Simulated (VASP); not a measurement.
# Na3BeSb (Pm-3m) in VASP: reference runs

Aim: a first look at Na3BeSb with PBE, on the cell as given.

All numbers are computed with VASP 6.6.1; they aren't measurements. Logs are shortened: lines on timing, memory, paths and dates and some standing lists are left out, and cuts for length are marked.

## 1. The structure

Symmetry: Pm-3m, No. 221, cubic system. The conventional cell has a = 4.461 Å, b = 4.461 Å, c = 4.461 Å, α = 90.00°, β = 90.00°, γ = 90.00°. Na (site symmetry 4/mmm) has 2 Be at 2.23 Å as nearest neighbours. Be (site symmetry m-3m) has 6 Na at 2.23 Å as nearest neighbours. Around Sb (site symmetry m-3m) lie 12 Na at 3.15 Å.

The cell was built by a generator and needn't be a form met in nature.

## 2. Single point, PBE

INCAR

```
SYSTEM = Na3BeSb
PREC = Accurate
ENCUT = 520
EDIFF = 1E-7
ISMEAR = -1
SIGMA = 0.05
LREAL = .False.
LASPH = .True.
NELM = 100
ALGO = Normal
ISIF = 2
LWAVE = .False.
LCHARG = .True.
GGA = PE
LELF = .True.
LVHAR = .True.
NBANDS = 22
```

KPOINTS

```
Automatic mesh
0
Gamma
  6 6 6
  0 0 0
```

POSCAR

```
Na3BeSb
1.0
    4.4612987000      0.0000000000      0.0000000000
    0.0000000000      4.4612987000      0.0000000000
    0.0000000000      0.0000000000      4.4612987000
Na Be Sb
3 1 1
Direct
    0.0000000000      0.5000000000      0.5000000000
    0.5000000000      0.0000000000      0.5000000000
    0.5000000000      0.5000000000      0.0000000000
    0.5000000000      0.5000000000      0.5000000000
    0.0000000000      0.0000000000      0.0000000000
```

Potentials or basis: VASP PAW PBE potentials, release 64 (Na_pv, Be, Sb).

The run is started by

```
$ cat potpaw_PBE.64/Na_pv/POTCAR potpaw_PBE.64/Be/POTCAR potpaw_PBE.64/Sb/POTCAR > POTCAR
$ mpirun -np 1 vasp_std > vasp.out
```

OUTCAR:

```text
SYSTEM = Na3BeSb
   PREC = Accurate
   ENCUT = 520
   EDIFF = 1E-7
   ISMEAR = -1
   LREAL = .False.
   LASPH = .True.
   NELM = 100
   ISIF = 2
   GGA = PE

 ion  position               nearest neighbor table
   1  0.000  0.500  0.500-   4 2.23   4 2.23   5 3.15   5 3.15   5 3.15   5 3.15
   2  0.500  0.000  0.500-   4 2.23   4 2.23   5 3.15   5 3.15   5 3.15   5 3.15
   3  0.500  0.500  0.000-   4 2.23   4 2.23   5 3.15   5 3.15   5 3.15   5 3.15
   4  0.500  0.500  0.500-   1 2.23   2 2.23   3 2.23   3 2.23   2 2.23   1 2.23
   5  0.000  0.000  0.000-   1 3.15   2 3.15   3 3.15   1 3.15   2 3.15   1 3.15   3 3.15   1 3.15
                             2 3.15   3 3.15   2 3.15   3 3.15

  LATTYP: Found a simple cubic cell.
 ALAT       =     4.4612987000

  Lattice vectors:

 A1 = (   4.4612987000,   0.0000000000,   0.0000000000)
 A2 = (   0.0000000000,   4.4612987000,   0.0000000000)
 A3 = (   0.0000000000,   0.0000000000,   4.4612987000)

Analysis of symmetry for initial positions (statically):
=====================================================================
 Subroutine PRICEL returns:
 Original cell was already a primitive cell.

 Routine SETGRP: Setting up the symmetry group for a
 simple cubic supercell.

 Subroutine GETGRP returns: Found 48 space group operations
 (whereof 48 operations were pure point group operations)
 out of a pool of 48 trial point group operations.

The static configuration has the point symmetry O_h .

Analysis of symmetry for dynamics (positions and initial velocities):
=====================================================================
 Subroutine PRICEL returns:
 Original cell was already a primitive cell.

 Routine SETGRP: Setting up the symmetry group for a
 simple cubic supercell.

 Subroutine GETGRP returns: Found 48 space group operations
 (whereof 48 operations were pure point group operations)
 out of a pool of 48 trial point group operations.

The dynamic configuration has the point symmetry O_h .

 Subroutine INISYM returns: Found 48 space group operations
 (whereof 48 operations are pure point group operations),
 and found     1 'primitive' translations

----------------------------------------------------------------------------------------

                                     Primitive cell

  volume of cell :      88.7941

  direct lattice vectors                    reciprocal lattice vectors
     4.461298700  0.000000000  0.000000000     0.224149977  0.000000000  0.000000000
     0.000000000  4.461298700  0.000000000     0.000000000  0.224149977  0.000000000
     0.000000000  0.000000000  4.461298700     0.000000000  0.000000000  0.224149977

  length of vectors
[... 88 lines left out ...]
   NFREE  =      0    steps in history (QN), initial steepest desc. (CG)
   ISIF   =      2    stress and relaxation
   ISYM   =      2    0-nonsym 1-usesym 2-fastsym
   POTIM  = 0.5000    time-step for ionic-motion
   TEBEG  =    0.0;   TEEND  =   0.0 temperature during run
   PSTRESS=    0.0 pullay stress
   NELECT =      28.0000    total number of electrons
   NUPDOWN=      -1.0000    fix difference up-down
   EMIN   =  10.00;   EMAX   =-10.00  energy-range for DOS
   EFERMI =   0.00;   METHOD = LEGACY
   ISMEAR =    -1;   SIGMA  =   0.05  broadening in eV -4-tet -1-fermi 0-gaus
   EFERMI_NEDOS =   21; number of points for ismear=-14 and -15
   IALGO  =     38    algorithm
   IMIX   =      4    mixing-type and parameters
     AMIX     =   0.40;   BMIX     =  1.00
     AMIX_MAG =   1.60;   BMIX_MAG =  1.00
  volume/ion in A,a.u.               =      17.76       119.84
  Fermi-wavevector in a.u.,A,eV,Ry     =   1.114293  2.105709 16.893669  1.241650
  Thomas-Fermi vector in A             =   2.250887
   LORBIT       =      0    0 simple, 1 ext, 2 COOP (PROOUT), +10 PAW based schemes
   GGA     = PE    functional components
   LHFCALC =     F    Hartree Fock is set to
   AEXX    =    0.0000 exact exchange contribution
   IVDW    =     0    specifies the selected vdW correction
   LEPSILON=     F    determine dielectric tensor
   LRPA    =     F    only Hartree local field effects (RPA)
 non-spin polarized calculation
  energy-cutoff  :      520.00
  volume of cell :       88.79
 maximum number of plane-waves:      2440
 NGX is ok and might be reduce to    36
   NGX = 17   NGY = 17   NGZ = 17

 number of electron      27.9999991 magnetization

 Free energy of the ion-electron system (eV)
  ---------------------------------------------------
  ext. energy  EPLUGINS =         0.00000000
  ---------------------------------------------------
  free energy    TOTEN  =        -6.95123210 eV

  energy without entropy =       -6.94142627  energy(sigma->0) =       -6.94632919

 E-fermi :   4.4405     XC(G=0):  -9.3702

 val. band max:        4.3155019583   @ k =   0.5000   0.1667   0.0000
 cond. band min:       4.5103481319   @ k =   0.5000   0.3333   0.0000
 fundamental gap:      0.1948461736
 Fermi energy:         4.4404510142

 k-point     1 :       0.0000    0.0000    0.0000
  band No.  band energies     occupation
      1     -19.6764      2.00000
      2     -19.6764      2.00000
      3     -19.6764      2.00000
      4     -19.4283      2.00000
      5     -19.4283      2.00000
      6     -19.4283      2.00000
[... 489 lines left out ...]
     21      14.5475      0.00000
     22      14.5475      0.00000

------------------------ aborting loop because EDIFF is reached ----------------------------------------

  FORCE on cell =-STRESS in cart. coord.  units (eV):
  Direction    XX          YY          ZZ          XY          YZ          ZX
  --------------------------------------------------------------------------------------
  -------------------------------------------------------------------------------------
  Total       11.6046813     11.6046813     11.6046813     -0.0000000     -0.0000000     -0.0000000
  in kB      209.3919090    209.3919090    209.3919090     -0.0000000     -0.0000000     -0.0000000
  external PRESSURE =     209.3919090 kB  Pullay stress =       0.0000000 kB

 VOLUME and BASIS-vectors are now :
 -----------------------------------------------------------------------------
  energy-cutoff  :      520.00
  volume of cell :       88.79
      direct lattice vectors                 reciprocal lattice vectors
     4.461298700  0.000000000  0.000000000     0.224149977  0.000000000  0.000000000
     0.000000000  4.461298700  0.000000000     0.000000000  0.224149977  0.000000000
     0.000000000  0.000000000  4.461298700     0.000000000  0.000000000  0.224149977

 POSITION                                       TOTAL-FORCE (eV/Angst)
 -----------------------------------------------------------------------------------
      0.00000      2.23065      2.23065         0.000000      0.000000      0.000000
      2.23065      0.00000      2.23065         0.000000      0.000000      0.000000
      2.23065      2.23065      0.00000         0.000000      0.000000      0.000000
      2.23065      2.23065      2.23065         0.000000      0.000000      0.000000
      0.00000      0.00000      0.00000         0.000000      0.000000      0.000000
 -----------------------------------------------------------------------------------
    total drift:                                0.000000      0.000000      0.000000

  FREE ENERGIE OF THE ION-ELECTRON SYSTEM (eV)
  ---------------------------------------------------
  free  energy   TOTEN  =        -6.9512320970 eV

  energy  without entropy=       -6.9414262738  energy(sigma->0) =       -6.94632919
```

OSZICAR:

```text
N       E                     dE             d eps       ncg     rms          rms(c)
DAV:   1     0.237141170431E+03    0.23714E+03   -0.14095E+04   880   0.138E+03
DAV:   2     0.686800948722E+01   -0.23027E+03   -0.22585E+03   910   0.385E+02
DAV:   3    -0.690579730740E+01   -0.13774E+02   -0.13610E+02  1060   0.103E+02
DAV:   4    -0.720424140918E+01   -0.29844E+00   -0.29802E+00  1000   0.154E+01
DAV:   5    -0.721294668744E+01   -0.87053E-02   -0.87050E-02  1182   0.259E+00    0.267E+00
DAV:   6    -0.701718141086E+01    0.19577E+00   -0.47239E-01  1048   0.224E+00    0.159E+00
DAV:   7    -0.697057818455E+01    0.46603E-01   -0.74472E-02  1142   0.138E+00    0.811E-01
DAV:   8    -0.695168588205E+01    0.18892E-01   -0.35951E-02  1168   0.116E+00    0.242E-01
DAV:   9    -0.695137009647E+01    0.31579E-03   -0.16159E-03  1024   0.324E-01    0.116E-01
DAV:  10    -0.695123836923E+01    0.13173E-03   -0.51771E-04   934   0.136E-01    0.382E-02
DAV:  11    -0.695123566929E+01    0.26999E-05   -0.13457E-05  1128   0.298E-02    0.288E-02
DAV:  12    -0.695123229801E+01    0.33713E-05   -0.23379E-06  1054   0.146E-02    0.235E-03
DAV:  13    -0.695123198406E+01    0.31395E-06   -0.50002E-07   912   0.279E-03    0.976E-04
DAV:  14    -0.695123212854E+01   -0.14447E-06   -0.54896E-08   566   0.132E-03    0.234E-04
DAV:  15    -0.695123209701E+01    0.31524E-07   -0.97348E-09   566   0.879E-04
   1 F= -.69512321E+01 E0= -.69463292E+01  d E =-.980582E-02
```

stdout:

```text
POSCAR found type information on POSCAR NaBeSb
 POSCAR found :  3 types and       5 ions
 scaLAPACK will be used
 LDA part: xc-table for (Slater+PW92), standard interpolation
 POSCAR, INCAR and KPOINTS ok, starting setup
 FFT: planning ... GRIDC
 FFT: planning ... GRID_SOFT
 FFT: planning ... GRID
 WAVECAR not read
 entering main loop
```

Wall time 78 s (1 thread of AMD EPYC 7R43 (Zen 3), shared host); peak memory 0.18 GiB.

Results:

```
Free energy            : -6.9512 eV
Pressure               : 20.9 GPa
Band gap on the k mesh : none (metal or under the smearing width)
```

Caveat: so large a pressure means that the cell lies far from this level's equilibrium, or that cutoff or potentials fall short.
